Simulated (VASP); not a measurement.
The input files of a VASP run:

**KPOINTS**
```
Automatic mesh
0
Gamma
5 5 3
0 0 0
```

**INCAR**
```
SYSTEM = ZnS
PREC = Accurate
ENCUT = 400
EDIFF = 1E-6
NELM = 100
ALGO = Normal
LREAL = .FALSE.
LASPH = .TRUE.
ISMEAR = 0
SIGMA = 0.05
GGA = PE
LMAXMIX = 4
LWAVE = .FALSE.
LCHARG = .FALSE.
ISIF = 2
ISPIN = 2
MAGMOM = 1.0 1.0 1.0 1.0 1.0
```

### POSCAR
```
ZnS
1
    1.9100000000    -3.3082170000     0.0000000000
    1.9100000000     3.3082170000     0.0000000000
    0.0000000000     0.0000000000     6.2600000000
Zn S
2 2
Direct
  0.6666670000   0.3333330000   0.5000000000
  0.3333330000   0.6666670000   0.0000000000
  0.6666670000   0.3333330000   0.8750000000
  0.3333330000   0.6666670000   0.3750000000
```

POTCAR, in this order: Zn S (PBE.64 set). Program: vasp_std.

Problem. One choice in this input is risky. Which, and does it do harm here?

Solution. The risk: MAGMOM holds more values than there are atoms. Here it does no harm: the run (PBE GGA, plane waves, VASP's PBE PAW potentials (set 64)) converges to the same energy and pressure as with the safe setting.
### OSZICAR
```
       N       E                     dE             d eps       ncg     rms          rms(c)
DAV:   1     0.212218529458E+03    0.21222E+03   -0.14947E+04   960   0.153E+03
DAV:   2     0.435405582528E+01   -0.20786E+03   -0.20177E+03  1072   0.322E+02
DAV:   3    -0.133446799597E+02   -0.17699E+02   -0.17625E+02  1176   0.100E+02
DAV:   4    -0.136741808053E+02   -0.32950E+00   -0.32924E+00  1192   0.144E+01
DAV:   5    -0.136807038776E+02   -0.65231E-02   -0.65226E-02  1200   0.189E+00    0.146E+01
DAV:   6    -0.134546292037E+02    0.22607E+00   -0.25206E+00  1280   0.398E+01    0.879E+00
DAV:   7    -0.136607625596E+02   -0.20613E+00   -0.12310E+00  1120   0.800E+00    0.533E+00
DAV:   8    -0.136645323956E+02   -0.37698E-02   -0.11242E-01  1144   0.412E+00    0.204E+00
DAV:   9    -0.136665595235E+02   -0.20271E-02   -0.16547E-02  1224   0.202E+00    0.573E-01
DAV:  10    -0.136676308167E+02   -0.10713E-02   -0.32955E-03  1192   0.562E-01    0.162E-01
DAV:  11    -0.136678200989E+02   -0.18928E-03   -0.44185E-04  1288   0.252E-01    0.113E-01
DAV:  12    -0.136679915721E+02   -0.17147E-03   -0.17467E-04  1024   0.871E-02    0.480E-02
DAV:  13    -0.136680314548E+02   -0.39883E-04   -0.40843E-05  1096   0.442E-02    0.135E-02
DAV:  14    -0.136680335781E+02   -0.21233E-05   -0.60665E-06  1088   0.177E-02    0.486E-03
DAV:  15    -0.136680346555E+02   -0.10774E-05   -0.14136E-06   848   0.695E-03    0.329E-03
DAV:  16    -0.136680349745E+02   -0.31905E-06   -0.31157E-07   752   0.379E-03
   1 F= -.13668035E+02 E0= -.13668035E+02  d E =-.158801E-16  mag=     0.0001
```

The compound is ZnS in the wurtzite structure, the high-temperature form. The cell was not relaxed at this level.
